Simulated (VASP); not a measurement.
Input for VASP

INCAR:
```
SYSTEM = Ag
PREC = Accurate
ENCUT = 500
EDIFF = 1E-6
NELM = 100
ALGO = Normal
LREAL = .FALSE.
LASPH = .TRUE.
ISMEAR = 1
SIGMA = 0.1
LMAXMIX = 4
LWAVE = .FALSE.
LCHARG = .FALSE.
IBRION = 2
ISIF = 3
NSW = 40
EDIFFG = -0.02
PSTRESS = 200
```

File POSCAR:
```
Ag
1
   -0.0000000000     1.9313881085     1.9313881085
    1.9313881085     0.0000000000     1.9313881085
    1.9313881085     1.9313881085    -0.0000000000
Ag
1
Direct
  1.0000000000   1.0000000000   1.0000000000
```

**KPOINTS**
```
Automatic mesh
0
Gamma
 16 16 16
```

POTCAR, in this order: Ag (LDA.64 set). Program: vasp_std.

Problem. Translate this LDA calculation to Ansatz.

Solution. One equivalent input (not run):
Ansatz 0.2 input:
```yaml
crystal:
  lattice:
    - [0.0000000, 1.9313881, 1.9313881]
    - [1.9313881, 0.0000000, 1.9313881]
    - [1.9313881, 1.9313881, 0.0000000]
  atoms:
    - { symbol: Ag, position: [1.0000000, 1.0000000, 1.0000000] }
kpoints:
  mp_grid: { grid: [16, 16, 16] }
hamiltonian:
  xc: lda
  pseudopotentials: { kind: paw }
scf:
  occupations: { method: methfessel_paxton, width: 0.1 }
  max_iter: 100
relax:
  max_steps: 40
  f_tol: 0.02
  cell: { p_target: 20 }
output: { forces: true, stress: true, eigenvalues: true }
```
What does not carry over: each code has its own PAW files, so the cut-off isn't converted (ENCUT is set for VASP's; basis.ecutwfc is left out, and Ansatz then takes the one that its files recommend); Ansatz stops its SCF on the density residual and VASP on the energy change (EDIFF); Ansatz's lda is the Perdew-Wang form, while the LDA potentials of VASP carry Perdew-Zunger's.

The compound is Ag in the fcc structure. It was relaxed first under an external pressure of 20 GPa.
